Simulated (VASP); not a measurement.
Level of theory: r2SCAN meta-GGA, VASP's PBE PAW potentials (set 64) (plane waves; VASP 6.6.1).

VASP ran on this input.

KPOINTS:
```
Automatic mesh
0
Gamma
10 10 10
0 0 0
```

**POSCAR**
```
PdIn
1
    3.1125001682    -0.0000000000    -0.0000000000
   -0.0000000000     3.1125001682    -0.0000000000
   -0.0000000000    -0.0000000000     3.1125001682
In Pd
1 1
Direct
  0.5000000000   0.5000000000   0.5000000000
  0.0000000000   0.0000000000   0.0000000000
```

### INCAR
```
# general
SYSTEM   =  PdIn
PREC     =  Accurate
ENCUT    =  480
LREAL    =  .FALSE.
LASPH    =  .TRUE.

# electronic loop
EDIFF    =  1E-7
NELM     =  100
ALGO     =  Normal
LMAXMIX  =  4
LMIXTAU  =  .TRUE.

# smearing
ISMEAR   =  1
SIGMA    =  0.1

# functional
METAGGA  =  R2SCAN

# ions
IBRION   =  2
NSW      =  40
ISIF     =  3
EDIFFG   =  -0.01
PSTRESS  =  300

# output
LWAVE    =  .FALSE.
LCHARG   =  .FALSE.
```

POTCAR, in this order: In_d Pd (PBE.64 set). Program: vasp_std.

What VASP printed:

### OUTCAR
```
 ion  position               nearest neighbor table
   1  0.500  0.500  0.500-   2 2.70   2 2.70   2 2.70   2 2.70   2 2.70   2 2.70   2 2.70   2 2.70
  LATTYP: Found a simple cubic cell.
 ALAT       =     3.1125001682
 Subroutine PRICEL returns:
 Original cell was already a primitive cell.
 Subroutine GETGRP returns: Found 48 space group operations
The static configuration has the point symmetry O_h .
The dynamic configuration has the point symmetry O_h .
 Subroutine INISYM returns: Found 48 space group operations
 Subroutine IBZKPT returns following result:
 Found     56 irreducible k-points:

 Following reciprocal coordinates:
            Coordinates               Weight
  0.000000  0.000000  0.000000      1.000000
  0.100000  0.000000  0.000000      6.000000
  0.200000  0.000000  0.000000      6.000000
  0.300000  0.000000  0.000000      6.000000
  0.400000  0.000000  0.000000      6.000000
  0.500000  0.000000  0.000000      3.000000
  0.100000  0.100000  0.000000     12.000000
  0.200000  0.100000  0.000000     24.000000
  0.300000  0.100000  0.000000     24.000000
  0.400000  0.100000  0.000000     24.000000
  0.500000  0.100000  0.000000     12.000000
  0.200000  0.200000  0.000000     12.000000
  0.300000  0.200000  0.000000     24.000000
  0.400000  0.200000  0.000000     24.000000
  0.500000  0.200000  0.000000     12.000000
  0.300000  0.300000  0.000000     12.000000
  0.400000  0.300000  0.000000     24.000000
  0.500000  0.300000  0.000000     12.000000
  0.400000  0.400000  0.000000     12.000000
  0.500000  0.400000  0.000000     12.000000
  0.500000  0.500000  0.000000      3.000000
  0.100000  0.100000  0.100000      8.000000
  0.200000  0.100000  0.100000     24.000000
  0.300000  0.100000  0.100000     24.000000
  0.400000  0.100000  0.100000     24.000000
...
```

File OSZICAR:
```
       N       E                     dE             d eps       ncg     rms          rms(c)
DAV:   1     0.117003043867E+03    0.11700E+03   -0.11217E+04  1695   0.204E+03
DAV:   2    -0.442387045629E+02   -0.16124E+03   -0.15703E+03  1757   0.410E+02
DAV:   3    -0.513457891477E+02   -0.71071E+01   -0.70848E+01  2072   0.945E+01
DAV:   4    -0.514823713399E+02   -0.13658E+00   -0.13656E+00  2198   0.119E+01
DAV:   5    -0.514881477845E+02   -0.57764E-02   -0.57764E-02  2499   0.213E+00    0.122E+01
DAV:   6    -0.462761440794E+02    0.52120E+01   -0.44216E+00  1897   0.363E+01    0.488E+00
DAV:   7    -0.462079654061E+02    0.68179E-01   -0.57077E-01  1827   0.102E+01    0.344E+00
DAV:   8    -0.462218960833E+02   -0.13931E-01   -0.10554E-01  1897   0.363E+00    0.127E+00
DAV:   9    -0.462195111577E+02    0.23849E-02   -0.12784E-01  1855   0.428E+00    0.405E-01
DAV:  10    -0.462408624043E+02   -0.21351E-01   -0.50501E-02  1813   0.309E+00    0.276E-01
DAV:  11    -0.462397515726E+02    0.11108E-02   -0.83981E-04  2170   0.299E-01    0.355E-01
DAV:  12    -0.462427975199E+02   -0.30459E-02   -0.30764E-03  1750   0.713E-01    0.204E-01
DAV:  13    -0.462427918703E+02    0.56496E-05   -0.12111E-04  2127   0.118E-01    0.175E-01
DAV:  14    -0.462428098612E+02   -0.17991E-04   -0.22047E-05  2058   0.457E-02    0.162E-01
DAV:  15    -0.462427716862E+02    0.38175E-04   -0.31074E-05  1785   0.787E-02    0.118E-01
DAV:  16    -0.462428074502E+02   -0.35764E-04   -0.32629E-05  1778   0.750E-02    0.111E-01
DAV:  17    -0.462428082040E+02   -0.75376E-06   -0.87199E-07  2121   0.139E-02    0.788E-02
DAV:  18    -0.462428095677E+02   -0.13637E-05   -0.16527E-06  1921   0.152E-02    0.433E-02
DAV:  19    -0.462428106117E+02   -0.10440E-05   -0.65170E-07  2058   0.117E-02    0.127E-02
DAV:  20    -0.462428108802E+02   -0.26849E-06   -0.14003E-07  1015   0.712E-03    0.390E-03
DAV:  21    -0.462428110217E+02   -0.14150E-06   -0.18622E-07  1095   0.663E-03    0.829E-04
DAV:  22    -0.462428109576E+02    0.64067E-07   -0.27665E-08   938   0.204E-03
   1 F= -.40596838E+02 E0= -.40596147E+02  d E =-.405968E+02
       N       E                     dE             d eps       ncg     rms          rms(c)
DAV:   1    -0.462519060160E+02   -0.90950E-02   -0.13248E-02  1869   0.221E+00    0.190E-01
DAV:   2    -0.462513396597E+02    0.56636E-03   -0.20424E-03  1848   0.672E-01    0.541E-02
DAV:   3    -0.462513126094E+02    0.27050E-04   -0.14683E-04  2199   0.264E-01    0.283E-02
DAV:   4    -0.462512997326E+02    0.12877E-04   -0.37264E-05  2547   0.115E-01    0.342E-02
DAV:   5    -0.462512996973E+02    0.35266E-07   -0.21201E-06  1750   0.158E-02    0.239E-02
DAV:   6    -0.462512960188E+02    0.36785E-05   -0.27301E-06  1960   0.198E-02    0.291E-03
DAV:   7    -0.462512966607E+02   -0.64192E-06   -0.35160E-06  1771   0.173E-02    0.206E-03
DAV:   8    -0.462512974469E+02   -0.78619E-06   -0.51391E-07  1756   0.706E-03    0.258E-03
DAV:   9    -0.462512975868E+02   -0.13988E-06   -0.30996E-08   917   0.160E-03    0.100E-03
DAV:  10    -0.462512976615E+02   -0.74663E-07   -0.16471E-08   868   0.160E-03
   2 F= -.40596804E+02 E0= -.40596113E+02  d E =0.337542E-04
       N       E                     dE             d eps       ncg     rms          rms(c)
DAV:   1    -0.462450106034E+02    0.62870E-02   -0.81505E-03  1869   0.173E+00    0.150E-01
DAV:   2    -0.462446586869E+02    0.35192E-03   -0.12644E-03  1841   0.529E-01    0.423E-02
DAV:   3    -0.462446454034E+02    0.13284E-04   -0.90608E-05  2199   0.207E-01    0.223E-02
DAV:   4    -0.462446411126E+02    0.42908E-05   -0.22786E-05  2533   0.897E-02    0.270E-02
DAV:   5    -0.462446421899E+02   -0.10773E-05   -0.15230E-06  1778   0.132E-02    0.177E-02
DAV:   6    -0.462446424914E+02   -0.30148E-06   -0.18181E-06  1960   0.165E-02    0.264E-03
DAV:   7    -0.462446427336E+02   -0.24220E-06   -0.20851E-06  1750   0.133E-02    0.175E-03
DAV:   8    -0.462446433044E+02   -0.57084E-06   -0.32847E-07  1694   0.570E-03    0.182E-03
DAV:   9    -0.462446432539E+02    0.50510E-07   -0.20633E-08   868   0.130E-03
   3 F= -.40596840E+02 E0= -.40596150E+02  d E =-.277714E-05
```

File OUTCAR:
```
------------------------ aborting loop because EDIFF is reached ----------------------------------------
  FORCE on cell =-STRESS in cart. coord.  units (eV):
  Direction    XX          YY          ZZ          XY          YZ          ZX
  --------------------------------------------------------------------------------------
  Total        5.6510491      5.6510491      5.6510491     -0.0000000     -0.0000000     -0.0000000
  in kB      300.1724342    300.1724342    300.1724342     -0.0000000     -0.0000000     -0.0000000
  external PRESSURE =       0.1724342 kB  Pullay stress =     300.0000000 kB
  volume of cell :       30.16
      direct lattice vectors                 reciprocal lattice vectors
     3.112836323 -0.000000000  0.000000000     0.321250428  0.000000000  0.000000000
    -0.000000000  3.112836323 -0.000000000     0.000000000  0.321250428  0.000000000
    -0.000000000 -0.000000000  3.112836323    -0.000000000  0.000000000  0.321250428
 POSITION                                       TOTAL-FORCE (eV/Angst)
 -----------------------------------------------------------------------------------
      1.55642      1.55642      1.55642        -0.000000     -0.000000      0.000000
      0.00000      0.00000      0.00000         0.000000      0.000000      0.000000
 -----------------------------------------------------------------------------------
    total drift:                                0.000000      0.000000     -0.000000
  FREE ENERGIE OF THE ION-ELECTRON SYSTEM (eV)
  ---------------------------------------------------
  free  energy   TOTEN  =       -46.2446432539 eV

  energy  without entropy=      -46.2425706078  energy(sigma->0) =      -46.24395237
  enthalpy is  TOTEN    =       -40.5968403955 eV   P V=        5.6478028584

 reached required accuracy - stopping structural energy minimisation
```
(Selected blocks of OUTCAR.)

### CONTCAR
```
PdIn
   1.00000000000000
     3.1128363230363441   -0.0000000000000000    0.0000000000000000
    -0.0000000000000000    3.1128363230363441   -0.0000000000000000
    -0.0000000000000000   -0.0000000000000000    3.1128363230363441
  In              Pd
     1     1
Direct
     0.5000000000000000    0.5000000000000000    0.5000000000000000
     0.0000000000000000    0.0000000000000000    0.0000000000000000
```

The compound is PdIn in the CsCl type structure. This run relaxes it under an external pressure of 30 GPa. Symmetry was kept, so distortions that lower it aren't found. The electron count is odd and the run is not spin-polarised, which forces a metal.
